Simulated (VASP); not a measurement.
Output of a VASP run:

File OSZICAR:
```
       N       E                     dE             d eps       ncg     rms          rms(c)
DAV:   1     0.905360640784E+02    0.90536E+02   -0.73247E+03  1222   0.969E+02
DAV:   2    -0.148539315440E+01   -0.92021E+02   -0.88783E+02  1432   0.255E+02
DAV:   3    -0.501006833495E+01   -0.35247E+01   -0.35194E+01  1467   0.532E+01
DAV:   4    -0.504506405075E+01   -0.34996E-01   -0.34994E-01  1715   0.453E+00
DAV:   5    -0.504516468772E+01   -0.10064E-03   -0.10064E-03  1482   0.223E-01    0.520E+00
DAV:   6    -0.482430322560E+01    0.22086E+00   -0.46354E-01  1382   0.855E+00    0.427E+00
DAV:   7    -0.480914527398E+01    0.15158E-01   -0.11583E-01  1407   0.245E+00    0.167E+00
DAV:   8    -0.480989007339E+01   -0.74480E-03   -0.99100E-03  1257   0.136E+00    0.478E-01
DAV:   9    -0.481022302017E+01   -0.33295E-03   -0.99459E-04  1402   0.354E-01    0.102E-01
DAV:  10    -0.481028917959E+01   -0.66159E-04   -0.12266E-04  1322   0.116E-01    0.513E-02
DAV:  11    -0.481033387214E+01   -0.44693E-04   -0.85465E-05  1260   0.630E-02    0.346E-02
DAV:  12    -0.481033281288E+01    0.10593E-05   -0.32512E-06  1464   0.156E-02    0.197E-02
DAV:  13    -0.481033267087E+01    0.14201E-06   -0.59210E-07   906   0.428E-03
   1 F= -.48103327E+01 E0= -.48103327E+01  d E =-.455770E-12
```

OUTCAR:
```
------------------------ aborting loop because EDIFF is reached ----------------------------------------
  FORCE on cell =-STRESS in cart. coord.  units (eV):
  Direction    XX          YY          ZZ          XY          YZ          ZX
  --------------------------------------------------------------------------------------
  Total       -0.0200853     -0.0200853     -0.0200853      0.0000000      0.0000000     -0.0000000
  in kB       -0.4457821     -0.4457821     -0.4457821      0.0000000      0.0000000     -0.0000000
  external PRESSURE =      -0.4457821 kB  Pullay stress =       0.0000000 kB
  volume of cell :       72.19
      direct lattice vectors                 reciprocal lattice vectors
     0.000000000  3.304800000  3.304800000    -0.151295086  0.151295086  0.151295086
     3.304800000  0.000000000  3.304800000     0.151295086 -0.151295086  0.151295086
     3.304800000  3.304800000  0.000000000     0.151295086  0.151295086 -0.151295086
  FREE ENERGIE OF THE ION-ELECTRON SYSTEM (eV)
  ---------------------------------------------------
  free  energy   TOTEN  =        -4.8103326709 eV

  energy  without entropy=       -4.8103326709  energy(sigma->0) =       -4.81033267
```
(Selected blocks of OUTCAR.)

POSCAR:
```
CdTe
1
    0.0000000000     3.3048000000     3.3048000000
    3.3048000000     0.0000000000     3.3048000000
    3.3048000000     3.3048000000     0.0000000000
Cd Te
1 1
Direct
  0.0000000000   0.0000000000   0.0000000000
  0.2500000000   0.2500000000   0.2500000000
```

Task: Reconstruct the remaining input files.

Result: One answer among several that fit: the input of the run itself, PBE GGA, plane waves, VASP's PBE PAW potentials (set 64).

### INCAR
```
! general
SYSTEM  = CdTe
PREC    = Accurate
ENCUT   = 400   ! plane-wave cut-off (eV)
LREAL   = F   ! projection in real space or not
LASPH   = T

! electronic loop
EDIFF   = 1E-6   ! SCF stop (eV)
NELM    = 100
ALGO    = Normal
LMAXMIX = 4   ! l cut-off of mixed one-centre charges

! smearing
ISMEAR  = 0
SIGMA   = 0.05   ! width (eV)

! functional
GGA     = PE

! ions
ISIF    = 2   ! forces and stress, cell fixed

! output
LWAVE   = F
LCHARG  = F
```

File KPOINTS:
```
Automatic mesh
0
Gamma
10 10 10
0 0 0
```

POTCAR, in this order: Cd Te (PBE.64 set). Program: vasp_std.

The compound is CdTe in the zinc blende structure. The cell was not relaxed at this level. The run is one of a series of settings (KPOINTS 10×10×10 Γ-centred mesh against the base run), some of them coarse on purpose.
